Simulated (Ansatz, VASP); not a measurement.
**One calculation of Hf2Bi2O, two programs**

```xyz
5
Lattice="4.3134 0.0000 0.0000 0.0000 4.3134 0.0000 0.0000 0.0000 6.7671" Properties=species:S:1:pos:R:3 pbc="T T T"
Hf    0.0000    0.0000    2.0977
Hf    0.0000    0.0000    4.6694
Bi    2.1567    2.1567    0.0000
Bi    2.1567    2.1567    3.3835
O     0.0000    0.0000    0.0000
```

Alike in both runs: task single point; functional PBE; k mesh 4 × 4 × 4; occupations gaussian, width 0.1 eV; no spin polarisation.

```csv
,VASP,Ansatz
version,VASP 6.6.1,Ansatz 0.2.0
potentials or method,"VASP PAW PBE potentials, release 64 (Hf_pv, Bi_d, O)","scalar-relativistic, plane waves, PAW"
plane-wave cutoff (eV),520,420
valence electrons in the cell,56,88
```

```tsv
	VASP	Ansatz	Ansatz less VASP
gap on the k mesh at the Fermi level (eV)	none	none	-
pressure (GPa)	-4.1	-3.7	+0.40
largest component of the traceless stress (GPa)	1.91	2.21	+0.305
rms of the force components (eV/Å)	1.571	1.579	+0.0076
```

Atom by atom the forces differ by 0.008 eV/Å (rms over components). A gap of «none» marks a metal or a gap that the smearing closes. The two sets of potentials don't hold the same shells in valence.

Caveats: the k mesh is coarse (spacing up to 0.36 Å⁻¹), so the values aren't converged; spin-orbit coupling is left out, which moves the levels of the heavy elements; forces of over 1 eV/Å show positions far from the minimum, so gaps and moduli don't describe the material at rest.
